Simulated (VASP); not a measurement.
Method: optB88-vdW, VASP's PBE PAW potentials (set 64) (plane waves; VASP).

VASP input:

File POSCAR:
```
SnO monolayer
1
    3.8576032566     0.0000000000     0.0000000000
    0.0000000000     3.8576032566     0.0000000000
    0.0000000000     0.0000000000    18.5636431350
Sn O
2 2
Direct
  0.5000000000   0.0000000000   0.4370670000
  0.0000000000   0.5000000000   0.5629330000
  0.5000000000   0.5000000000   0.5000000000
  0.0000000000   0.0000000000   0.5000000000
```

File KPOINTS:
```
Automatic mesh
0
Gamma
12 12 1
0 0 0
```

### INCAR
```
NSW  =  50
ISMEAR  =  0
LREAL  =  .False.   # projection in real space or not
GGA  =  BO
ENCUT  =  500   # plane-wave cut-off (eV)
EDIFF  =  1E-5
NELMIN  =  4
LASPH  =  .True.   # aspherical one-centre terms
PARAM1  =  0.1833333333
LCHARG  =  .False.
LUSE_VDW  =  .True.
IBRION  =  2   # conjugate gradients
NELM  =  100   # most electronic steps
EDIFFG  =  -0.03
AGGAC  =  0.0
ALGO  =  Normal   # blocked Davidson
LMAXMIX  =  4
PREC  =  Normal
SIGMA  =  0.05   # width (eV)
SYSTEM  =  SnO monolayer
ISIF  =  4   # ions and shape, fixed volume
LWAVE  =  .True.
PARAM2  =  0.22
```

POTCAR, in this order: Sn_d O (PBE.64 set). Program: vasp_std.

The resulting files:

**OSZICAR**
```
       N       E                     dE             d eps       ncg     rms          rms(c)
DAV:   1     0.383331534430E+03    0.38333E+03   -0.18781E+04  1464   0.151E+03
DAV:   2     0.502508260709E+02   -0.33308E+03   -0.32768E+03  1656   0.361E+02
DAV:   3    -0.148041523957E+02   -0.65055E+02   -0.64563E+02  1760   0.173E+02
DAV:   4    -0.174390676734E+02   -0.26349E+01   -0.26334E+01  1592   0.405E+01
DAV:   5    -0.175005451455E+02   -0.61477E-01   -0.61449E-01  1744   0.606E+00    0.127E+01
DAV:   6    -0.128728132978E+02    0.46277E+01   -0.31473E+01  2136   0.559E+01    0.488E+00
DAV:   7    -0.129306214891E+02   -0.57808E-01   -0.31970E+00  1368   0.108E+01    0.291E+00
DAV:   8    -0.129031565398E+02    0.27465E-01   -0.92472E-01  2008   0.725E+00    0.117E+00
DAV:   9    -0.128671083466E+02    0.36048E-01   -0.29107E-01  2104   0.458E+00    0.327E-01
DAV:  10    -0.128733040546E+02   -0.61957E-02   -0.45030E-02  1936   0.164E+00    0.396E-01
DAV:  11    -0.128689525384E+02    0.43515E-02   -0.22796E-02  1904   0.132E+00    0.439E-02
DAV:  12    -0.128695332380E+02   -0.58070E-03   -0.29357E-03  1768   0.322E-01    0.816E-02
DAV:  13    -0.128694405248E+02    0.92713E-04   -0.40548E-04  1880   0.208E-01    0.322E-02
DAV:  14    -0.128695094931E+02   -0.68968E-04   -0.54020E-05  1376   0.440E-02    0.200E-02
DAV:  15    -0.128698954804E+02   -0.38599E-03   -0.10334E-04  1272   0.664E-02    0.755E-03
DAV:  16    -0.128699250398E+02   -0.29559E-04   -0.27824E-05  1152   0.343E-02    0.233E-03
DAV:  17    -0.128698856440E+02    0.39396E-04   -0.37563E-05   920   0.287E-02    0.275E-03
DAV:  18    -0.128698198391E+02    0.65805E-04   -0.22935E-05   936   0.235E-02    0.218E-03
DAV:  19    -0.128698412672E+02   -0.21428E-04   -0.42041E-04  1272   0.344E-02    0.245E-03
DAV:  20    -0.128697214781E+02    0.11979E-03   -0.71810E-04  1016   0.678E-02    0.875E-04
DAV:  21    -0.128696796690E+02    0.41809E-04   -0.13567E-04   952   0.490E-02    0.105E-03
DAV:  22    -0.128697081744E+02   -0.28505E-04   -0.36633E-04  1272   0.336E-02    0.976E-04
DAV:  23    -0.128696626040E+02    0.45570E-04   -0.96137E-04  1000   0.468E-02    0.443E-04
DAV:  24    -0.128696639930E+02   -0.13891E-05   -0.16470E-05  1080   0.160E-02
   1 F= -.12869664E+02 E0= -.12869664E+02  d E =-.128697E+02
       N       E                     dE             d eps       ncg     rms          rms(c)
DAV:   1    -0.128880429930E+02   -0.18380E-01   -0.11615E+00  1400   0.817E+00    0.722E-01
DAV:   2    -0.128791588630E+02    0.88841E-02   -0.47525E-02  2104   0.265E+00    0.429E-01
DAV:   3    -0.128740911648E+02    0.50677E-02   -0.10043E-02  1952   0.893E-01    0.129E-01
DAV:   4    -0.128738710854E+02    0.22008E-03   -0.20816E-03  1896   0.411E-01    0.330E-02
DAV:   5    -0.128738380645E+02    0.33021E-04   -0.22135E-04  1536   0.157E-01    0.197E-02
DAV:   6    -0.128738998557E+02   -0.61791E-04   -0.54178E-05  1352   0.496E-02    0.768E-03
DAV:   7    -0.128739505509E+02   -0.50695E-04   -0.14534E-05  1024   0.298E-02    0.505E-03
DAV:   8    -0.128741159181E+02   -0.16537E-03   -0.28094E-05  1128   0.310E-02    0.279E-03
DAV:   9    -0.128742256474E+02   -0.10973E-03   -0.20275E-05  1120   0.239E-02    0.278E-03
DAV:  10    -0.128744336684E+02   -0.20802E-03   -0.33078E-05  1200   0.276E-02    0.101E-03
DAV:  11    -0.128744888896E+02   -0.55221E-04   -0.48811E-06   952   0.115E-02    0.855E-04
DAV:  12    -0.128744412925E+02    0.47597E-04   -0.44909E-06   968   0.115E-02    0.591E-04
DAV:  13    -0.128744331749E+02    0.81176E-05   -0.31660E-05   976   0.151E-02
   2 F= -.12874433E+02 E0= -.12874433E+02  d E =-.476918E-02
       N       E                     dE             d eps       ncg     rms          rms(c)
DAV:   1    -0.128755286928E+02   -0.10874E-02   -0.79163E-02  1440   0.213E+00    0.191E-01
DAV:   2    -0.128745546078E+02    0.97409E-03   -0.36089E-03  1944   0.758E-01    0.113E-01
DAV:   3    -0.128740997789E+02    0.45483E-03   -0.74660E-04  1816   0.242E-01    0.377E-02
DAV:   4    -0.128741318993E+02   -0.32120E-04   -0.17097E-04  1704   0.118E-01    0.955E-03
DAV:   5    -0.128741385862E+02   -0.66869E-05   -0.32902E-05  1016   0.535E-02
   3 F= -.12874139E+02 E0= -.12874139E+02  d E =-.447459E-02
       N       E                     dE             d eps       ncg     rms          rms(c)
DAV:   1    -0.128778996638E+02   -0.37678E-02   -0.28077E-01  1496   0.409E+00    0.348E-01
DAV:   2    -0.128764210809E+02    0.14786E-02   -0.11624E-02  1680   0.132E+00    0.203E-01
DAV:   3    -0.128752810683E+02    0.11400E-02   -0.19846E-03  1984   0.441E-01    0.641E-02
DAV:   4    -0.128752628047E+02    0.18264E-04   -0.55644E-04  1688   0.225E-01    0.244E-02
DAV:   5    -0.128755463257E+02   -0.28352E-03   -0.58964E-03  1360   0.334E-01    0.123E-02
DAV:   6    -0.128754056075E+02    0.14072E-03   -0.11139E-02  1120   0.496E-01    0.516E-03
DAV:   7    -0.128753404991E+02    0.65108E-04   -0.86033E-05  1144   0.357E-02    0.337E-03
DAV:   8    -0.128754001806E+02   -0.59682E-04   -0.12830E-05  1008   0.222E-02    0.245E-03
DAV:   9    -0.128755686249E+02   -0.16844E-03   -0.19873E-05  1000   0.278E-02    0.350E-03
DAV:  10    -0.128756408943E+02   -0.72269E-04   -0.77738E-06  1064   0.220E-02    0.140E-03
DAV:  11    -0.128757758757E+02   -0.13498E-03   -0.98174E-06  1008   0.201E-02    0.982E-04
DAV:  12    -0.128757739093E+02    0.19664E-05   -0.71345E-06   960   0.148E-02
   4 F= -.12875774E+02 E0= -.12875774E+02  d E =-.163532E-02
       N       E                     dE             d eps       ncg     rms          rms(c)
DAV:   1    -0.128831093553E+02   -0.73335E-02   -0.73220E-01  1504   0.660E+00    0.555E-01
DAV:   2    -0.128791857512E+02    0.39236E-02   -0.26995E-02  1824   0.200E+00    0.326E-01
DAV:   3    -0.128761881006E+02    0.29977E-02   -0.61222E-03  2104   0.756E-01    0.974E-02
DAV:   4    -0.128761375387E+02    0.50562E-04   -0.16794E-03  1672   0.398E-01    0.423E-02
DAV:   5    -0.128759763923E+02    0.16115E-03   -0.20766E-04  1376   0.135E-01    0.231E-02
DAV:   6    -0.128761430647E+02   -0.16667E-03   -0.13464E-04  1280   0.942E-02    0.887E-03
DAV:   7    -0.128761873795E+02   -0.44315E-04   -0.16161E-05   920   0.395E-02    0.344E-03
DAV:   8    -0.128762984424E+02   -0.11106E-03   -0.20362E-05   904   0.267E-02    0.200E-03
DAV:   9    -0.128764364839E+02   -0.13804E-03   -0.15678E-05  1096   0.212E-02    0.208E-03
DAV:  10    -0.128767661660E+02   -0.32968E-03   -0.26900E-03  1312   0.212E-01    0.232E-03
DAV:  11    -0.128765234363E+02    0.24273E-03   -0.37341E-03  1120   0.276E-01    0.159E-03
DAV:  12    -0.128765904755E+02   -0.67039E-04   -0.39807E-05  1064   0.208E-02    0.534E-04
DAV:  13    -0.128766104664E+02   -0.19991E-04   -0.40962E-06   968   0.105E-02    0.514E-04
DAV:  14    -0.128765910979E+02    0.19369E-04   -0.50479E-07  1032   0.481E-03    0.268E-04
DAV:  15    -0.128765646698E+02    0.26428E-04   -0.33737E-05  1056   0.162E-02    0.225E-04
DAV:  16    -0.128765504279E+02    0.14242E-04   -0.13846E-05   896   0.144E-02    0.353E-04
DAV:  17    -0.128765109490E+02    0.39479E-04   -0.15461E-05  1088   0.138E-02    0.258E-04
DAV:  18    -0.128765078905E+02    0.30586E-05   -0.22509E-05   944   0.165E-02
   5 F= -.12876508E+02 E0= -.12876508E+02  d E =-.236930E-02
```

OUTCAR:
```
------------------------ aborting loop because EDIFF is reached ----------------------------------------
  FORCE on cell =-STRESS in cart. coord.  units (eV):
  Direction    XX          YY          ZZ          XY          YZ          ZX
  --------------------------------------------------------------------------------------
  Total       -0.2074933     -0.2074933     -0.1923705      0.0000000      0.0000000      0.0000000
  in kB       -1.2034176     -1.2034176     -1.1157082      0.0000000      0.0000000      0.0000000
  external PRESSURE =      -1.1741811 kB  Pullay stress =       0.0000000 kB
  volume of cell :      276.25
      direct lattice vectors                 reciprocal lattice vectors
     3.826181906  0.000000000 -0.000000000     0.261357150  0.000000000  0.000000000
     0.000000000  3.826181906  0.000000000     0.000000000  0.261357150  0.000000000
     0.000000000  0.000000000 18.869791571     0.000000000 -0.000000000  0.052994756
 POSITION                                       TOTAL-FORCE (eV/Angst)
 -----------------------------------------------------------------------------------
      1.91309      0.00000      8.24636         0.000000      0.000000      0.014100
      0.00000      1.91309     10.62343         0.000000     -0.000000     -0.014100
      1.91309      1.91309      9.43490        -0.000000     -0.000000      0.000000
      0.00000      0.00000      9.43490         0.000000     -0.000000      0.000000
 -----------------------------------------------------------------------------------
    total drift:                               -0.000000      0.000000      0.000000
  FREE ENERGIE OF THE ION-ELECTRON SYSTEM (eV)
  ---------------------------------------------------
  free  energy   TOTEN  =       -12.8765078905 eV

  energy  without entropy=      -12.8765078905  energy(sigma->0) =      -12.87650789

 reached required accuracy - stopping structural energy minimisation
```
(Selected blocks of OUTCAR.)

CONTCAR:
```
SnO monolayer
   1.00000000000000
     3.8261819060948832    0.0000000000000000   -0.0000000000000000
     0.0000000000000000    3.8261819060948832    0.0000000000000000
     0.0000000000000000    0.0000000000000000   18.8697915706610893
  Sn              O
     2     2
Direct
     0.5000000000000000    0.0000000000000000    0.4370140421929676
     0.0000000000000000    0.5000000000000000    0.5629859578070323
     0.5000000000000000    0.5000000000000000    0.5000000000000000
     0.0000000000000000    0.0000000000000000    0.5000000000000000
```

The cell is a sheet with vacuum, built from SnO (litharge).
